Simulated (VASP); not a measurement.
Here is the system:

```
CELL_PARAMETERS angstrom
      0.00000     3.96802     3.96802
      3.96802     0.00000     3.96802
      3.96802     3.96802     0.00000
ATOMIC_POSITIONS crystal
  Tl 0.00000 0.00000 0.00000
  I  0.25000 0.25000 0.25000
```

Level of theory: PBE GGA, VASP's PBE PAW potentials (set 64) (plane waves; VASP 6.6.1). Settings: 400 eV cut-off, Gaussian smearing of 0.050 eV, potentials Tl_d I.

Unless said otherwise, spin-orbit coupling is left out, though it shifts the bands of the heavy elements here.

Task: Give the energies of bands 7 to 13 at the high-symmetry points, in eV from the valence-band maximum.

Result: 
```tsv
band	Γ	X	U	L	W
7	-3.92	-4.71	-4.69	-4.57	-4.70
8	-0.99	-1.47	-1.63	-1.18	-1.59
9	-0.99	-1.47	-1.38	-1.18	-1.51
10	-0.99	-0.17	-0.10	-0.78	0.00
11	3.67	2.66	3.17	3.98	3.58
12	3.67	5.08	4.55	4.08	3.79
13	3.67	5.08	4.75	4.08	5.07
```

The gap is indirect, 2.66 eV, from the valence maximum at W to the conduction minimum at X.

The structure was generated: TlI was put into the zinc blende type (F-43m), which need not be its known phase. It was relaxed first, which changed the volume by +77 %.
